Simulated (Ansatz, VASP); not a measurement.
# Si2MoN4 in two plane-wave programs

Wanted: the spread between two codes on one cell, functional and k mesh. The cell is taken from a series of runs on this material, whose earlier steps may have relaxed, scaled, displaced or heated it; both programs get it as it stands.

Main program and level: Ansatz 0.2.0; plane waves, with VASP 6.6.1 beside it; single point at HSE06.

### 1. The structure

The cell holds 14 atoms: 2 Mo, 8 N and 4 Si. Its edges and angles: a = 2.894 Å, b = 2.894 Å, c = 56.700 Å, α = 90.0°, β = 90.0°, γ = 120.0°. Vacuum lies along c.

As a file:

```xyz
14
Lattice="2.8945 0.0000 0.0000 -1.4472 2.5067 0.0000 0.0000 0.0000 56.7000" Properties=species:S:1:pos:R:3
Mo    0.0000    0.0000   23.4621
Mo    0.0000    0.0000   33.2379
N     0.0000    1.6711   24.7044
N     0.0000    1.6711   22.2191
N     1.4472    0.8356   26.9460
N     1.4472    0.8356   19.9687
N     1.4472    0.8356   34.4809
N     1.4472    0.8356   31.9956
N     0.0000    1.6711   36.7313
N     0.0000    1.6711   29.7540
Si    0.0000    1.6711   26.4434
Si    0.0000    1.6711   20.4791
Si    1.4472    0.8356   36.2209
Si    1.4472    0.8356   30.2566
```

### 2. Ansatz: single point, HSE06

Ansatz runs on its PAW soft_1 files.

With cell and atoms fixed, the geometry can't cause a difference; cores, projectors, grids and the points listed under the comparison can.

File input.yaml:

```yaml
crystal:
  lattice:
    - [2.8944902083, 0.0, 0.0]
    - [-1.4472451041, 2.5067020514, 0.0]
    - [0.0, 0.0, 56.7]
  atoms:
    - { symbol: Mo, position: [0.0, 0.0, 0.4137932901] }
    - { symbol: "N", position: [0.3333333333, 0.6666666667, 0.4357039036] }
    - { symbol: "N", position: [0.3333333333, 0.6666666667, 0.3918716826] }
    - { symbol: Si, position: [0.3333333333, 0.6666666667, 0.4663730812] }
    - { symbol: Si, position: [0.3333333333, 0.6666666667, 0.3611838387] }
    - { symbol: "N", position: [0.6666666667, 0.3333333333, 0.4752382644] }
    - { symbol: "N", position: [0.6666666667, 0.3333333333, 0.3521819916] }
    - { symbol: Mo, position: [0.0, 0.0, 0.5862067099] }
    - { symbol: "N", position: [0.6666666667, 0.3333333333, 0.6081283174] }
    - { symbol: "N", position: [0.6666666667, 0.3333333333, 0.5642960964] }
    - { symbol: Si, position: [0.6666666667, 0.3333333333, 0.6388161613] }
    - { symbol: Si, position: [0.6666666667, 0.3333333333, 0.5336269188] }
    - { symbol: "N", position: [0.3333333333, 0.6666666667, 0.6478180084] }
    - { symbol: "N", position: [0.3333333333, 0.6666666667, 0.5247617356] }
  periodic: [true, true, false]
kpoints:
  mp_grid: { grid: [6, 6, 1] }
  band_path:
    path: [[0.0, 0.0, 0.0], [0.5, 0.0, 0.0], [0.3333333333, 0.3333333333, 0.0]]
    npoints: 1
hamiltonian:
  xc: hse06
  pseudopotentials: { kind: paw, azcp: { folder: soft_1 } }
scf:
  occupations: { method: fixed }
  n_extra_bands: 8
output:
  eigenvalues: true
```

On the command line:

```
$ ansatz run input.yaml --threads 8 --pin off --max-ram 17510MiB --backend cpu --events-out ev --progress --plain --runs-dir out
```

Numbers of over 12 decimals in the logs are rounded to 6 here.

Output:

```text
scf.n_extra_bands = 8 over 42 filled bands (N_el = 84.0): the run solves 50 bands
Engine: ansatz 0.2.0, aarch64-unknown-linux-gnu
Pseudopotentials: kind: paw
Pseudopotential: Mo, paw, valence charge 14, recommended cutoff 420 eV (normal), soft_1/Mo.paw.azcp
Pseudopotential: N, paw, valence charge 5, recommended cutoff 420 eV (normal), soft_1/N.paw.azcp
Pseudopotential: Si, paw, valence charge 4, recommended cutoff 420 eV (normal), soft_1/Si.paw.azcp
Functional definition: HSE06
  parameter a = 0.25
  parameter omega = 0.11/bohr
  exchange = pbe_x - a*pbe_x_sr(omega) + a*exact_x_sr(omega)
  correlation = pbe_c
davidson cushion auto → on  (no smearing: the cushion is to keep the highest requested band from converging to the state above it; pin scf.eigensolver.cushion to override)
Crystal: 14 atoms, lattice volume = 411.394 Å³
Basis set: ecut = 420 eV, 8049 PW (Γ)
Bands: 50, of which v1, the nominal top of the filled ones, is band 42 counted from 1 (41 counted from 0)
Symmetry: 12 space group operations
Space group: P-3m1 (ITA 164), of the structure as read, at distance tolerance 7.4e-5 Å
k-points: 7 of 36
Non-local potential: Mo, projectors of the file, l = 0: 3, l = 1: 2, l = 2: 2, l = 3: 1
Non-local potential: N, projectors of the file, l = 0: 2, l = 1: 2, l = 2: 1
Non-local potential: Si, projectors of the file, l = 0: 2, l = 1: 2, l = 2: 1
PAW form: soft (Blöchl's): semilocal exchange-correlation on the pseudo side does not see the compensation charge
PAW frozen core: Mo, regenerated for the run's functional, and the local potential with it (the file was generated under x = pbe(κ = 0.804, μ = 0.219515), c = pbe(β = 0.066725))
PAW frozen core: N, regenerated for the run's functional, and the local potential with it (the file was generated under x = pbe(κ = 0.804, μ = 0.219515), c = pbe(β = 0.066725))
PAW frozen core: Si, regenerated for the run's functional, and the local potential with it (the file was generated under x = pbe(κ = 0.804, μ = 0.219515), c = pbe(β = 0.066725))
PAW one-centre angular grid: Mo, 590 points (default); XC on 64 Gauss nodes
PAW one-centre angular grid: N, 110 points (default); XC on 64 Gauss nodes
PAW one-centre angular grid: Si, 110 points (default); XC on 64 Gauss nodes
Initial density: superposition of atomic densities (neutral atoms: chi_scale 0, normalization atom)
Initial wavefunctions: pseudopotential atomic-orbital guess
Functional: x = pbe(κ = 0.804, μ = 0.219515), c = pbe(β = 0.066725), warm-up for x = pbe(κ = 0.804, μ = 0.219515) + 0.25 (exact − pbe) at short range (hse, ω = 0.207870 Å⁻¹), c = pbe(β = 0.066725); HSE06 as pw.x's `hse` composes it (authors' and Libxc's form: `xc: wpbeh`)
iter 1 solved again at ethr=8.79e-2 eV; its pass at ethr=1.00e-1 eV (dr2=7.38e1 eV) is discarded
SCF iter   1: F=—  HF=-15559.651423 eV  |F-HF|=—  |Δ(HF+E_count)|=         —  Δρ=1.23e-1  dr2=7.37e1  ethr=8.79e-2  ⟨swp⟩=2.6  Hψ=2020  notcnv=0
preconditioner: auto → none  [insulator: Δε(μ)=1.926 eV  Ē_g=13.014 eV  n_scr=36 (ndim 8)  ℏωp=15.1 eV  f_vac=0.641]
SCF iter   2: F=—  HF=-15558.937268 eV  |F-HF|=—  |Δ(HF+E_count)|=   7.14e-1  Δρ=1.47e-1  dr2=2.22e2  ethr=8.78e-2  ⟨swp⟩=3.6  Hψ=1046  notcnv=0  recentre
SCF iter   3: F=—  HF=-15546.866027 eV  |F-HF|=—  |Δ(HF+E_count)|=    1.21e1  Δρ=6.00e-2  dr2=4.11e1  ethr=8.78e-2  ⟨swp⟩=4.3  Hψ=937  notcnv=0  defer=1
SCF iter   4: F=—  HF=-15540.686901 eV  |F-HF|=—  |Δ(HF+E_count)|=    6.18e0  Δρ=2.61e-2  dr2=4.48e0  ethr=4.89e-2  ⟨swp⟩=3.0  Hψ=792  notcnv=0
SCF iter   5: F=—  HF=-15541.507217 eV  |F-HF|=—  |Δ(HF+E_count)|=   8.20e-1  Δρ=2.27e-2  dr2=1.35e1  ethr=5.33e-3  ⟨swp⟩=4.9  Hψ=1021  notcnv=0  recentre
SCF iter   6: F=—  HF=-15540.741381 eV  |F-HF|=—  |Δ(HF+E_count)|=   7.66e-1  Δρ=2.01e-2  dr2=3.78e0  ethr=5.33e-3  ⟨swp⟩=3.6  Hψ=875  notcnv=0  defer=2
SCF iter   7: F=—  HF=-15540.261798 eV  |F-HF|=—  |Δ(HF+E_count)|=   4.80e-1  Δρ=9.06e-3  dr2=6.86e-1  ethr=4.50e-3  ⟨swp⟩=2.0  Hψ=770  notcnv=0
iter 8 solved again at ethr=5.94e-5 eV; its pass at ethr=8.16e-4 eV (dr2=4.99e-2 eV) is discarded
SCF iter   8: F=—  HF=-15540.186835 eV  |F-HF|=—  |Δ(HF+E_count)|=   7.50e-2  Δρ=1.96e-3  dr2=4.29e-2  ethr=5.94e-5  ⟨swp⟩=3.9  Hψ=1789  notcnv=0
eigensolver tolerance schedule: the retry pair's looser diagonalisation over-reported the residual by 0.16 of it (diagonalisation noise at 0.18 of the residual, at the tolerance the schedule requests for it); recorded, not acted on — ethr = c·dr2/N_el stays at c = 1.0e-1
[...]
SCF 1 stopped early in 11 iterations: F = -15540.179288 eV  dr2 = 1.39e-4
  greatest PAW one-centre occupation: 0.999 electrons in one spin orbital (limit 2), on the Mo atom at site 7 (counted from 0), in its partial waves of l = 0
Initial density: handed on by an earlier stage of this run
Initial wavefunctions: those handed on with the density
Functional: x = pbe(κ = 0.804, μ = 0.219515) + 0.25 (exact − pbe) at short range (hse, ω = 0.207870 Å⁻¹), c = pbe(β = 0.066725); HSE06 as pw.x's `hse` composes it (authors' and Libxc's form: `xc: wpbeh`)
Exchange kernel: α = 0.2500, screened, ω = 0.2079 Å⁻¹, Wigner–Seitz truncation, v(0) = 1041.1289 eV·Å³, q-mesh 6×6×1, nearest image of the exchange supercell L = 17.37 Å, pair-density grid 15×15×270, without the augmentation charges, whose exchange is taken in its separable form by FFT convolution over the k-point mesh (sized by the pseudopotential files, 18×18×384 at the most), smooth part of the exact exchange by density-matrix convolution
Frozen-core exchange: fock
[...]
preconditioner: auto → none  [insulator: Δε(μ)=2.335 eV  Ē_g=12.837 eV  n_scr=36 (ndim 8)  ℏωp=15.1 eV  f_vac=0.648]
[...]
SCF iter   5: F=—  HF=-15545.814124 eV  |F-HF|=—  |Δ(HF+E_count)|=   1.08e-3  Δρ=2.18e-4  dr2=5.03e-4  ethr=1.65e-6  ⟨swp⟩=3.9  Hψ=1005  notcnv=0
SCF iter   6: F=—  HF=-15545.817503 eV  |F-HF|=—  |Δ(HF+E_count)|=   3.38e-3  Δρ=4.93e-4  dr2=1.41e-3  ethr=1.89e-7  ⟨swp⟩=4.9  Hψ=1410  notcnv=0
SCF iter   7: F=—  HF=-15545.817148 eV  |F-HF|=—  |Δ(HF+E_count)|=   3.55e-4  Δρ=1.78e-4  dr2=1.31e-4  ethr=1.89e-7  ⟨swp⟩=4.4  Hψ=1217  notcnv=0
SCF iter   8: F=-15545.817106 eV  HF=-15545.817114 eV  |F-HF|=8.17e-6  |Δ(HF+E_count)|=   3.33e-5  Δρ=4.25e-5  dr2=1.73e-5  ethr=1.47e-7  ⟨swp⟩=3.0  Hψ=844  notcnv=0
SCF 2 stopped early in 8 iterations: F = -15545.817106 eV  dr2 = 1.73e-5
hybrid outer 1: dexx = +4.123e-2 eV, tail = 8.93e-5 eV
Exchange kernel: α = 0.2500, screened, ω = 0.2079 Å⁻¹, Wigner–Seitz truncation, v(0) = 1041.1289 eV·Å³, q-mesh 6×6×1, nearest image of the exchange supercell L = 17.37 Å, pair-density grid 15×15×270, without the augmentation charges, whose exchange is taken in its separable form by FFT convolution over the k-point mesh (sized by the pseudopotential files, 18×18×384 at the most), smooth part of the exact exchange by density-matrix convolution
Frozen-core exchange: fock
SCF iter   1: F=—  HF=-15545.816706 eV  |F-HF|=—  |Δ(HF+E_count)|=         —  Δρ=4.97e-5  dr2=8.31e-6  ethr=5.31e-7  ⟨swp⟩=3.0  Hψ=842  notcnv=0
preconditioner: auto → none  [insulator: Δε(μ)=2.264 eV  Ē_g=12.696 eV  n_scr=36 (ndim 8)  ℏωp=15.1 eV  f_vac=0.649]
iter 2 solved again at ethr=7.29e-10 eV; its pass at ethr=9.06e-9 eV (dr2=6.13e-7 eV) is discarded
SCF iter   2: F=—  HF=-15545.816705 eV  |F-HF|=—  |Δ(HF+E_count)|=   1.35e-6  Δρ=1.61e-5  dr2=9.35e-7  ethr=7.29e-10  ⟨swp⟩=3.0  Hψ=1916  notcnv=0
SCF iter   3: F=—  HF=-15545.816707 eV  |F-HF|=—  |Δ(HF+E_count)|=   2.65e-6  Δρ=1.07e-5  dr2=6.36e-7  ethr=7.29e-10  ⟨swp⟩=5.0  Hψ=1062  notcnv=0  defer=5
SCF iter   4: F=—  HF=-15545.816707 eV  |F-HF|=—  |Δ(HF+E_count)|=   3.84e-8  Δρ=5.41e-6  dr2=6.26e-7  ethr=7.29e-10  ⟨swp⟩=3.4  Hψ=904  notcnv=0
SCF iter   5: F=-15545.816707 eV  HF=-15545.816707 eV  |F-HF|=6.53e-9  |Δ(HF+E_count)|=   8.89e-8  Δρ=1.54e-6  dr2=2.94e-8  ethr=7.24e-10  ⟨swp⟩=3.0  Hψ=835  notcnv=0
SCF 3 converged in 5 iterations: F = -15545.816707 eV  dr2 = 2.94e-8
hybrid outer 2: dexx = +3.563e-6 eV, tail = 8.46e-8 eV, Δε = 4.51e-3 eV (about 1.50e-4 eV left of the loop's levels)
NSCF: frozen V_eff on 3 k-points
hybrid SCF converged: 2 outer / 13 inner (+11 warm-up), last move |dexx| = 3.56e-6 eV, tail = 8.46e-8 eV
Stability not checked: this state was not tested for a lower state beside it, because the functional holds exact exchange (a hybrid, or Hartree-Fock), whose exchange loop this test does not read (fock_operator; see scf.lower_state_search)
Free energy (F): -15545.816708 eV
Frozen-core exchange: fock
Harris-Foulkes:  -15545.816708 eV  (|F-HF|=6.53e-9)
Internal energy: -15545.816708 eV  (E = F + TS)
E sigma→0 (E₀):  -15545.816708 eV
Fermi energy:    -5.901169 eV
--- Per-component energies (eV) ---
  E_band       = -1781.904724
  E_kinetic    = 2074.793375
  E_local      = -705792.324636  (includes V_loc(G=0)·N_el)
  E_nonlocal   = 643.424410
  E_hartree    = 351582.085178
  E_xc         = -857.775001
  E_vxc        = -996.980064  (∫ρ·V_xc dr)
  E_exx        = -218.750153  (= α·E_x^exact, valence–valence)
  E_paw        = -9484.992704  (= ΣΔE_a)
  E_vpaw       = -437.489480  (= ΣTr[D̂ρ^β])
  E_aug_tail   = 0.007158  (compensation charges beyond the density's cutoff)
  E_ewald      = 346509.007801
  E_core_change = -1.292136  (= ΣΔE_core)
  E_smearing   = -0.000000  (= −TS)
  E_closure    = 0.000000  (closes the sum)
  Σ components = -15545.816708   (vs F -15545.816708, Δ=-4.37e-11)
--- Band table (eV; the first three rows and the last of 7) ---
  k-point 0: bands = [... 38 lower, -8.8078, -8.2864, -6.0032, -5.9012, -2.2584, -2.2584, -2.2576, -2.2576, ... 4 higher]
  k-point 1: bands = [... 38 lower, -8.6019, -8.3052, -6.6464, -6.6277, -2.4663, -2.3749, -2.3544, -2.3536, ... 4 higher]
  k-point 2: bands = [... 38 lower, -8.6628, -8.3113, -7.3743, -7.3159, -2.2607, -2.2545, -2.2523, -2.1659, ... 4 higher]
  k-point 6: bands = [... 38 lower, -8.6143, -8.6143, -6.2320, -6.2320, -3.6372, -3.6372, -0.8220, -0.8220, ... 4 higher]
  the weakly bound empty levels are not read free of the cell's end (exact_exchange)
```

[end of part 1 of 2]

[Lines on the potential files, build, host, timing and source positions are cut from VASP's logs without a mark.]

[Logs are printed without paths, hosts, clocks, repeated set-up lines and the standing remarks that a program may print on its own settings, such as how far it seeks lower states.]

[Hosts, paths, dates, database ids (printed as entryN), source tags and the programs' standing remarks are cut or masked in the printed files.]
